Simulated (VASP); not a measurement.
# Sn under strain

How does the pressure of Sn answer to a change of volume? The bands are shown for each cell. All runs use PBEsol. Left out of this account: 1 further run (fields: a reference on another mesh). The start is a cell from a database of measured crystal structures.

Method: PBEsol; plane waves and PAW (Sn_d), in VASP 6.6.1.

The database entry behind the starting cell differs from later determinations by our own check (about 0.3 % short, nanocrystals), so it need not match the best structure at ambient conditions.

## (1) Set-up

The structure is cubic, space group Fd-3m (No. 227). Conventional cell: a = 6.467 Å, b = 6.467 Å, c = 6.467 Å, α = 90.00°, β = 90.00°, γ = 90.00°. Nearest to Sn lie 4 Sn at 2.80 Å.

Structure file:

```cif
data_structure
_symmetry_space_group_name_H-M 'Fd-3m:1'
_symmetry_Int_Tables_number 227
_cell_length_a 6.4667
_cell_length_b 6.4667
_cell_length_c 6.4667
_cell_angle_alpha 90.000
_cell_angle_beta 90.000
_cell_angle_gamma 90.000
_cell_volume 270.42
loop_
_atom_site_label
_atom_site_type_symbol
_atom_site_symmetry_multiplicity
_atom_site_Wyckoff_symbol
_atom_site_fract_x
_atom_site_fract_y
_atom_site_fract_z
_atom_site_occupancy
Sn1 Sn 8 b 0.00000 0.00000 0.50000 1
```

## (2) Bands, cell as listed

Levels along the symmetry lines show where the bands peak and cross; KPOINTS_OPT computes them in the converged potential. PBEsol restores the gradient expansion of exchange and is tuned for the cells of solids.

File INCAR:

```
SYSTEM = Sn
PREC = Accurate
ENCUT = 400
EDIFF = 1E-06
NELM = 100
ISMEAR = -1
SIGMA = 0.05
LREAL = .FALSE.
ALGO = Normal
GGA = PS
NBANDS = 26
LORBIT = 11
LWAVE = .FALSE.
LCHARG = .FALSE.
KPAR = 2
```

File POSCAR:

```
Sn
1.0
    0.0000000000      3.2333428000      3.2333428000
    3.2333428000      0.0000000000      3.2333428000
    3.2333428000      3.2333428000      0.0000000000
Sn
2
Direct
    0.0000000000      0.0000000000      0.0000000000
    0.2500000000      0.2500000000      0.2500000000
```

File KPOINTS:

```
Automatic mesh
0
Gamma
10 10 10
0 0 0
```

File KPOINTS_OPT:

```
Line mode
16
Line-mode
Reciprocal
  0.00000000   0.00000000   0.00000000 GAMMA
  0.50000000   0.00000000   0.50000000 X

  0.50000000   0.00000000   0.50000000 X
  0.50000000   0.25000000   0.75000000 W

  0.50000000   0.25000000   0.75000000 W
  0.37500000   0.37500000   0.75000000 K

  0.37500000   0.37500000   0.75000000 K
  0.00000000   0.00000000   0.00000000 GAMMA

  0.00000000   0.00000000   0.00000000 GAMMA
  0.50000000   0.50000000   0.50000000 L

  0.50000000   0.50000000   0.50000000 L
  0.62500000   0.25000000   0.62500000 U

  0.62500000   0.25000000   0.62500000 U
  0.50000000   0.25000000   0.75000000 W

  0.50000000   0.25000000   0.75000000 W
  0.50000000   0.50000000   0.50000000 L

  0.50000000   0.50000000   0.50000000 L
  0.37500000   0.37500000   0.75000000 K

  0.62500000   0.25000000   0.62500000 U
  0.50000000   0.00000000   0.50000000 X
```

Potentials, in the order of the species: Sn_d (PBE family, release 64).

The run is started by

```
> mpirun -np 2 vasp_std
```

What it wrote:

```text
[banner, memory and clock lines left out]
running    2 mpi-ranks, on    1 nodes
 distrk:  each k-point on    1 cores,    2 groups
 distr:  one band on    1 cores,    1 groups

 POSCAR found type information on POSCAR Sn
 POSCAR found :  1 types and       2 ions
|                                                                             |
|               ----> ADVICE to this user running VASP <----                  |
|                                                                             |
|     You enforced a specific xc type in the INCAR file but a different       |
|     [... a line on the potential file left out ...]
|     I HOPE YOU KNOW WHAT YOU ARE DOING!                                     |
|                                                                             |

 LDA part: xc-table for (Slater+PW92), standard interpolation
 POSCAR, INCAR and KPOINTS ok, starting setup
 FFT: planning ... GRIDC
 FFT: planning ... GRID_SOFT
 FFT: planning ... GRID
 WAVECAR not read
 entering main loop
       N       E                     dE             d eps       ncg     rms          rms(c)
DAV:   1     0.223096100353E+03    0.22310E+03   -0.11791E+04  2596   0.134E+03
DAV:   2     0.195054083557E+02   -0.20359E+03   -0.19669E+03  2534   0.366E+02
DAV:   3    -0.762009783304E+01   -0.27126E+02   -0.26959E+02  2780   0.117E+02
DAV:   4    -0.853035588612E+01   -0.91026E+00   -0.90957E+00  2858   0.243E+01
DAV:   5    -0.856188636823E+01   -0.31530E-01   -0.31529E-01  3586   0.412E+00    0.333E+00
DAV:   6    -0.848729247972E+01    0.74594E-01   -0.34084E-02  3394   0.216E+00    0.189E+00
DAV:   7    -0.845164979066E+01    0.35643E-01   -0.45952E-02  3336   0.207E+00    0.167E-01
DAV:   8    -0.845258891647E+01   -0.93913E-03   -0.65643E-03  2850   0.739E-01    0.557E-02
DAV:   9    -0.845285458444E+01   -0.26567E-03   -0.38552E-04  2726   0.142E-01    0.145E-02
DAV:  10    -0.845286141787E+01   -0.68334E-05   -0.22359E-05  3330   0.313E-02    0.650E-03
DAV:  11    -0.845286328284E+01   -0.18650E-05   -0.31535E-06  2296   0.113E-02    0.107E-03
DAV:  12    -0.845286312037E+01    0.16246E-06   -0.34344E-07  1742   0.740E-03
   1 F= -.84528631E+01 E0= -.84519020E+01  d E =-.192215E-02
 Start KPOINTS_OPT (optional k-point list driver)
k-point batch [1-47\160]
       N       E                     dE             ncg
DAV:   1    -0.373290344720E+04   -0.34102E+05     2558
DAV:   2    -0.133027409148E+05   -0.95698E+04     2492
DAV:   3    -0.145368425478E+05   -0.12341E+04     2874
DAV:   4    -0.145775156555E+05   -0.40673E+02     2824
DAV:   5    -0.145789475963E+05   -0.14319E+01     3628
DAV:   6    -0.145789666297E+05   -0.19033E-01     2980
DAV:   7    -0.145789670922E+05   -0.46252E-03     3636
DAV:   8    -0.145789670970E+05   -0.48497E-05     2178
DAV:   9    -0.145789670977E+05   -0.65760E-06     1996
[...]
k-point batch [142-160\160]
       N       E                     dE             ncg
DAV:   1     0.187124226157E+05   -0.16672E+05     1050
DAV:   2     0.148286593943E+05   -0.38838E+04      988
DAV:   3     0.143307057776E+05   -0.49795E+03     1224
DAV:   4     0.143148539982E+05   -0.15852E+02     1168
DAV:   5     0.143142899060E+05   -0.56409E+00     1484
DAV:   6     0.143142838490E+05   -0.60570E-02     1236
DAV:   7     0.143142836795E+05   -0.16959E-03     1510
DAV:   8     0.143142836779E+05   -0.15359E-05      898
DAV:   9     0.143142836777E+05   -0.25829E-06      848
```

It took 69 s on 2 MPI ranks of Intel Xeon Platinum 8259CL at 2.50GHz (Skylake/Cascade Lake), shared host; peak memory 0.41 GiB; 2 min of CPU time.

The logs omit lines about the potential files and the build; timing stands in the text.

OUTCAR, selected parts (step 2):

```text
ion  position               nearest neighbor table
   1  0.000  0.000  0.000-   2 2.80   2 2.80   2 2.80   2 2.80
   2  0.250  0.250  0.250-   1 2.80   1 2.80   1 2.80   1 2.80

  LATTYP: Found a face centered cubic cell.
 ALAT       =     6.4666856000

 Subroutine GETGRP returns: Found 48 space group operations
 (whereof 24 operations were pure point group operations)

The static configuration has the point symmetry T_d .
 The point group associated with its full space group is O_h .

 Found     47 irreducible k-points:

   k-points           NKPTS =     47   k-points in BZ     NKDIM =     47   number of bands    NBANDS=     26

   dimension x,y,z NGX =    30 NGY =   30 NGZ =   30
   dimension x,y,z NGXF=    60 NGYF=   60 NGZF=   60

   ENCUT  =  400.0 eV  29.40 Ry    5.42 a.u.   7.46  7.46  7.46*2*pi/ulx,y,z

   NELECT =      28.0000    total number of electrons

 k-points in reciprocal lattice and weights: Automatic mesh
   0.00000000  0.00000000  0.00000000       0.001
   0.10000000  0.00000000  0.00000000       0.008
   0.20000000  0.00000000  0.00000000       0.008
   0.30000000  0.00000000  0.00000000       0.008
   0.40000000  0.00000000  0.00000000       0.008
   0.50000000  0.00000000  0.00000000       0.004
   0.10000000  0.10000000  0.00000000       0.006
   0.20000000  0.10000000  0.00000000       0.024
   0.30000000  0.10000000  0.00000000       0.024
[...]
-0.30000000  0.40000000  0.20000000       0.024
  -0.30000000  0.50000000  0.20000000       0.012

 average (electrostatic) potential at core
       1-101.2174       2-101.2174

 E-fermi :   5.5821

 k-point     1 :       0.0000    0.0000    0.0000
  band No.  band energies     occupation
    ...
      8     -15.6363      2.00000
      9     -15.6261      2.00000
     10     -15.6261      2.00000
     11      -5.1020      2.00000
     12       4.9820      1.99999
     13       5.6878      0.21546
     14       5.6878      0.21546
     15       5.6878      0.21546
     16       7.7524      0.00000
     17       7.7524      0.00000
    ...

 k-point     2 :       0.1000    0.0000    0.0000
  band No.  band energies     occupation
    ...
     10     -15.6106      2.00000
     11      -5.0039      2.00000
     12       3.8101      2.00000
     13       5.4883      1.73421
     14       5.4883      1.73420
     15       6.1753      0.00001
     16       8.0074      0.00000
     17       8.0074      0.00000
     18       8.1872      0.00000
     19      11.0005      0.00000
    ...

 k-point     3 :       0.2000    0.0000    0.0000
  band No.  band energies     occupation
    ...
     10     -15.5952      2.00000
     11      -4.7155      2.00000
     12       2.2721      2.00000
     13       5.1060      1.99985
     14       5.1060      1.99985
     15       6.0680      0.00012
     16       8.4772      0.00000
     17       8.4772      0.00000
     18       9.3909      0.00000
     19      11.7892      0.00000
    ...

  Total        0.6166230      0.6166230      0.6166230     -0.0000000      0.0000000     -0.0000000
  in kB       14.6131913     14.6131913     14.6131913     -0.0000000      0.0000000     -0.0000000
  external PRESSURE =      14.6131913 kB  Pullay stress =       0.0000000 kB

  energy-cutoff  :      400.00
  volume of cell :       67.61
      direct lattice vectors                 reciprocal lattice vectors
     0.000000000  3.233342800  3.233342800    -0.154638723  0.154638723  0.154638723
     3.233342800  0.000000000  3.233342800     0.154638723 -0.154638723  0.154638723
     3.233342800  3.233342800  0.000000000     0.154638723  0.154638723 -0.154638723

 POSITION                                       TOTAL-FORCE (eV/Angst)
 -----------------------------------------------------------------------------------
      0.00000      0.00000      0.00000         0.000000      0.000000      0.000000
      1.61667      1.61667      1.61667        -0.000000     -0.000000     -0.000000
 -----------------------------------------------------------------------------------
    total drift:                                0.000000      0.000000      0.000000

  FREE ENERGIE OF THE ION-ELECTRON SYSTEM (eV)
  ---------------------------------------------------
  free  energy   TOTEN  =        -8.4528631204 eV

  energy  without entropy=       -8.4509409745  energy(sigma->0) =       -8.45190205

 total charge
# of ion       s       p       d       tot
------------------------------------------
    1        1.161   1.224   9.972  12.357
    2        1.161   1.224   9.972  12.357
--------------------------------------------------
tot          2.322   2.448  19.944  24.714

[... 3 further parts left out ...]
```

Spin-orbit coupling is off here; with elements this heavy it splits and shifts levels by tenths of an eV or more. The PAW data sets were made with PBE, which is usual practice but a small mismatch for other functionals.

Numbers from this step:

```yaml
scf_cycles: 12
electrons: 28
bands: 26
irreducible_k_points: 47
symmetry_operations: 48
free_energy_toten: -8.453 eV
energy_at_zero_smearing: -8.452 eV
fermi_energy: 5.582 eV
pressure: 1.461 GPa
metallic: yes
```

Electronic bands along the path, in eV, zero at the Fermi level; # counts the bands kept, so #1 is VASP's band 11:

```csv
point,#1,#2,#3,#4,#5,#6,#7,#8
Γ,-10.68,-0.60,0.11,0.11,0.11,2.17,2.17,2.17
0.53 of the way,-9.76,-4.40,-1.72,-1.72,0.86,2.10,5.10,5.10
X,-7.55,-7.55,-2.49,-2.49,0.77,0.77,7.80,7.80
0.53 of the way,-7.52,-7.52,-2.85,-2.85,1.79,1.79,6.03,6.03
W,-7.49,-7.49,-3.09,-3.09,3.45,3.45,4.00,4.00
0.47 of the way,-7.82,-7.17,-3.33,-2.60,2.00,3.44,4.90,4.92
K,-7.96,-7.06,-3.43,-2.12,1.06,3.36,5.78,6.06
0.47 of the way,-9.68,-4.75,-2.48,-0.77,1.52,3.34,3.55,4.19
Γ,-10.68,-0.60,0.11,0.11,0.11,2.17,2.17,2.17
0.47 of the way,-10.16,-3.80,-0.60,-0.60,0.40,3.02,3.02,4.28
L,-9.03,-6.34,-1.12,-1.12,-0.02,3.24,3.24,5.53
0.53 of the way,-8.68,-6.44,-2.92,-1.61,1.34,3.47,4.37,5.54
U,-7.96,-7.06,-3.43,-2.12,1.06,3.36,5.78,6.06
0.47 of the way,-7.85,-7.14,-3.35,-2.52,1.80,3.42,5.06,5.08
W,-7.49,-7.49,-3.09,-3.09,3.45,3.45,4.00,4.00
0.47 of the way,-8.56,-6.50,-3.07,-1.92,1.99,2.93,4.91,5.46
L,-9.03,-6.34,-1.12,-1.12,-0.02,3.24,3.24,5.53
0.47 of the way,-8.76,-6.40,-2.71,-1.52,1.30,3.26,4.14,5.79
K,-7.96,-7.06,-3.43,-2.12,1.06,3.36,5.78,6.06
jump to U,-7.96,-7.06,-3.43,-2.12,1.06,3.36,5.78,6.06
0.47 of the way,-7.65,-7.41,-2.95,-2.38,0.85,1.70,6.88,7.11
X,-7.55,-7.55,-2.49,-2.49,0.77,0.77,7.80,7.80
```

There is no gap at this level.

## (3) Bands, volume times 1.04

The cell is expanded evenly, with fractional positions held.

INCAR is that of step 2.

File POSCAR:

```
Sn
1.0
    0.0000000000      3.2758916636      3.2758916636
    3.2758916636      0.0000000000      3.2758916636
    3.2758916636      3.2758916636      0.0000000000
Sn
2
Direct
    0.0000000000      0.0000000000      0.0000000000
    0.2500000000      0.2500000000      0.2500000000
```

KPOINTS is that of step 2.

KPOINTS_OPT is that of step 2.

The run is started by

```
> mpirun -np 2 vasp_std
```

What it wrote:

```text
[banner, memory and clock lines left out]
running    2 mpi-ranks, on    1 nodes
 distrk:  each k-point on    1 cores,    2 groups
 distr:  one band on    1 cores,    1 groups

 POSCAR found type information on POSCAR Sn
 POSCAR found :  1 types and       2 ions
 [... a notice as in an earlier step ...]

 LDA part: xc-table for (Slater+PW92), standard interpolation
 POSCAR, INCAR and KPOINTS ok, starting setup
 FFT: planning ... GRIDC
 FFT: planning ... GRID_SOFT
 FFT: planning ... GRID
 WAVECAR not read
 entering main loop
       N       E                     dE             d eps       ncg     rms          rms(c)
DAV:   1     0.223488923190E+03    0.22349E+03   -0.11687E+04  2550   0.130E+03
DAV:   2     0.193636731521E+02   -0.20413E+03   -0.19748E+03  2556   0.358E+02
DAV:   3    -0.761097760622E+01   -0.26975E+02   -0.26806E+02  2812   0.117E+02
DAV:   4    -0.852933317590E+01   -0.91836E+00   -0.91774E+00  2854   0.244E+01
DAV:   5    -0.856084386020E+01   -0.31511E-01   -0.31509E-01  3504   0.412E+00    0.313E+00
DAV:   6    -0.849406965698E+01    0.66774E-01   -0.33302E-02  3366   0.212E+00    0.177E+00
DAV:   7    -0.846221544970E+01    0.31854E-01   -0.42180E-02  3326   0.200E+00    0.164E-01
DAV:   8    -0.846309096156E+01   -0.87551E-03   -0.63768E-03  2848   0.740E-01    0.526E-02
DAV:   9    -0.846336003530E+01   -0.26907E-03   -0.38681E-04  2728   0.140E-01    0.127E-02
DAV:  10    -0.846336934102E+01   -0.93057E-05   -0.22515E-05  3234   0.302E-02    0.608E-03
DAV:  11    -0.846337143921E+01   -0.20982E-05   -0.30839E-06  2274   0.114E-02    0.836E-04
DAV:  12    -0.846337126158E+01    0.17764E-06   -0.32383E-07  1828   0.717E-03
   1 F= -.84633713E+01 E0= -.84621702E+01  d E =-.240219E-02
 Start KPOINTS_OPT (optional k-point list driver)
k-point batch [1-47\160]
       N       E                     dE             ncg
DAV:   1    -0.419655242957E+04   -0.34485E+05     2536
DAV:   2    -0.137484757076E+05   -0.95519E+04     2492
DAV:   3    -0.149800261324E+05   -0.12316E+04     2926
DAV:   4    -0.150212979697E+05   -0.41272E+02     2788
DAV:   5    -0.150227999634E+05   -0.15020E+01     3656
DAV:   6    -0.150228172064E+05   -0.17243E-01     2946
DAV:   7    -0.150228178638E+05   -0.65749E-03     3692
DAV:   8    -0.150228178692E+05   -0.53730E-05     2238
DAV:   9    -0.150228178698E+05   -0.63160E-06     1900
[...]
k-point batch [142-160\160]
       N       E                     dE             ncg
DAV:   1     0.180150668084E+05   -0.16600E+05     1036
DAV:   2     0.141669108970E+05   -0.38482E+04      990
DAV:   3     0.136755196299E+05   -0.49139E+03     1250
DAV:   4     0.136593521246E+05   -0.16168E+02     1120
DAV:   5     0.136587508402E+05   -0.60128E+00     1500
DAV:   6     0.136587435595E+05   -0.72807E-02     1218
DAV:   7     0.136587433587E+05   -0.20074E-03     1502
DAV:   8     0.136587433568E+05   -0.19745E-05      916
DAV:   9     0.136587433565E+05   -0.27585E-06      830
```

The job ended after 69 s (2 MPI ranks; peak memory 0.41 GiB; 2.1 min of CPU time).

From OUTCAR (step 3):

```text
  LATTYP: Found a face centered cubic cell.
 ALAT       =     6.5517833272

 Found     47 irreducible k-points:

   ENCUT  =  400.0 eV  29.40 Ry    5.42 a.u.   7.55  7.55  7.55*2*pi/ulx,y,z

   NELECT =      28.0000    total number of electrons

 E-fermi :   5.1459

 k-point     1 :       0.0000    0.0000    0.0000
  band No.  band energies     occupation
    ...
      8     -16.0087      2.00000
      9     -16.0028      2.00000
     10     -16.0028      2.00000
     11      -5.2520      2.00000
     12       4.3007      2.00000
     13       5.2768      0.13601
     14       5.2768      0.13600
     15       5.2768      0.13600
     16       7.3361      0.00000
     17       7.3361      0.00000
    ...

 k-point     2 :       0.1000    0.0000    0.0000
  band No.  band energies     occupation
    ...
     10     -15.9874      2.00000
     11      -5.1578      2.00000
     12       3.2952      2.00000
     13       5.0897      1.50991
     14       5.0897      1.50990
     15       5.6587      0.00007
     16       7.5778      0.00000
     17       7.5778      0.00000
     18       7.7248      0.00000
     19      10.5411      0.00000
    ...

  Total       -0.1205616     -0.1205616     -0.1205616      0.0000000      0.0000000     -0.0000000
  in kB       -2.7472679     -2.7472679     -2.7472679      0.0000000      0.0000000     -0.0000000
  external PRESSURE =      -2.7472679 kB  Pullay stress =       0.0000000 kB

  energy-cutoff  :      400.00
  volume of cell :       70.31
      direct lattice vectors                 reciprocal lattice vectors
     0.000000000  3.275891664  3.275891664    -0.152630200  0.152630200  0.152630200
     3.275891664  0.000000000  3.275891664     0.152630200 -0.152630200  0.152630200
     3.275891664  3.275891664  0.000000000     0.152630200  0.152630200 -0.152630200

 POSITION                                       TOTAL-FORCE (eV/Angst)
 -----------------------------------------------------------------------------------
      0.00000      0.00000      0.00000         0.000000      0.000000      0.000000
      1.63795      1.63795      1.63795        -0.000000     -0.000000     -0.000000
 -----------------------------------------------------------------------------------
    total drift:                                0.000000     -0.000000      0.000000

  FREE ENERGIE OF THE ION-ELECTRON SYSTEM (eV)
  ---------------------------------------------------
  free  energy   TOTEN  =        -8.4633712616 eV

  energy  without entropy=       -8.4609690703  energy(sigma->0) =       -8.46217017

 total charge
# of ion       s       p       d       tot
------------------------------------------
    1        1.167   1.182   9.967  12.317
    2        1.167   1.182   9.967  12.317
--------------------------------------------------
tot          2.335   2.365  19.934  24.634

[... 5 parts as in an earlier step ...]

[... 6 further parts left out ...]
```

Numbers from this step:

```
free energy (TOTEN)     : -8.463 eV
energy at zero smearing : -8.462 eV
Fermi energy            : 5.146 eV
pressure                : -0.2747 GPa
```

Electronic bands along the path, in eV, zero at the Fermi level; # counts the bands kept, so #1 is VASP's band 11:

```csv
point,#1,#2,#3,#4,#5,#6,#7,#8
Γ,-10.40,-0.85,0.13,0.13,0.13,2.19,2.19,2.19
0.47 of the way,-9.72,-3.90,-1.39,-1.39,1.07,2.14,4.53,4.53
X,-7.39,-7.39,-2.33,-2.33,0.83,0.83,7.57,7.57
0.53 of the way,-7.36,-7.36,-2.68,-2.68,1.81,1.81,5.91,5.91
W,-7.34,-7.34,-2.90,-2.90,3.35,3.35,4.01,4.01
0.53 of the way,-7.69,-7.00,-3.15,-2.36,1.82,3.38,5.00,5.00
K,-7.79,-6.92,-3.22,-1.99,1.10,3.32,5.64,5.94
0.47 of the way,-9.44,-4.69,-2.32,-0.70,1.45,3.32,3.49,4.16
Γ,-10.40,-0.85,0.13,0.13,0.13,2.19,2.19,2.19
0.47 of the way,-9.90,-3.76,-0.54,-0.54,0.34,3.01,3.01,4.15
L,-8.83,-6.17,-1.03,-1.03,-0.07,3.24,3.24,5.59
0.47 of the way,-8.56,-6.25,-2.56,-1.41,1.27,3.25,4.11,5.71
U,-7.79,-6.92,-3.22,-1.99,1.10,3.32,5.64,5.94
0.47 of the way,-7.69,-7.00,-3.15,-2.36,1.82,3.38,5.00,5.00
W,-7.34,-7.34,-2.90,-2.90,3.35,3.35,4.01,4.01
0.47 of the way,-8.37,-6.37,-2.90,-1.79,1.93,2.96,4.82,5.36
L,-8.83,-6.17,-1.03,-1.03,-0.07,3.24,3.24,5.59
0.47 of the way,-8.56,-6.25,-2.56,-1.41,1.27,3.25,4.11,5.71
K,-7.79,-6.92,-3.22,-1.99,1.10,3.32,5.64,5.94
jump to U,-7.79,-6.92,-3.22,-1.99,1.10,3.32,5.64,5.94
0.47 of the way,-7.50,-7.26,-2.77,-2.23,0.92,1.73,6.69,6.94
X,-7.39,-7.39,-2.33,-2.33,0.83,0.83,7.57,7.57
```

 The pressure is -0.27 GPa.

Between step 2 and this run (cell volume +4.0 %) the value for the pressure moves from 1.46 GPa to -0.275 GPa.

(Continued in part 2 of 3.)

[Lines on the potential files, build, host, timing and source positions are cut from VASP's logs without a mark.]

[Logs are printed without paths, hosts, clocks, repeated set-up lines and the standing remarks that a program may print on its own settings, such as how far it seeks lower states.]

[Hosts, paths, dates, database ids (printed as entryN), source tags and the programs' standing remarks are cut or masked in the printed files.]

[A measured line is paired with the nearest computed mode of its activity, which favours agreement.]
